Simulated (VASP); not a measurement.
Consider the following.

```yaml
crystal:
  lattice:
    - [0.00000, 2.67870, 2.67870]
    - [2.67870, 0.00000, 2.67870]
    - [2.67870, 2.67870, 0.00000]
  atoms:
    - { symbol: Co, position: [0.00000, 0.00000, 0.00000] }
    - { symbol: Si, position: [0.25000, 0.25000, 0.25000] }
    - { symbol: Si, position: [0.75000, 0.75000, 0.75000] }
```

All values below come from PBE GGA, VASP's PBE PAW potentials (set 64) (plane waves; VASP). Run with 400 eV cut-off, 11×11×11 Γ-centred mesh, tetrahedra with Blöchl corrections, potentials Co Si.

Question: Predict the energy per atom (σ→0), band gap (on the k-mesh) with the smallest direct gap where there is one.

Answer: 
```json
{
  "band gap (on the k-mesh)": "none (metal, semimetal or under 0.01 eV)",
  "energy per atom (σ→0)": "-620.6 kJ/mol of atoms"
}
```

Only differences to runs with the same potentials and settings are physical.

The compound is CoSi2 in the fluorite structure. It was relaxed first. The run is not spin-polarised, so no magnetic state was tried. The electron count is odd and the run is not spin-polarised, which forces a metal.
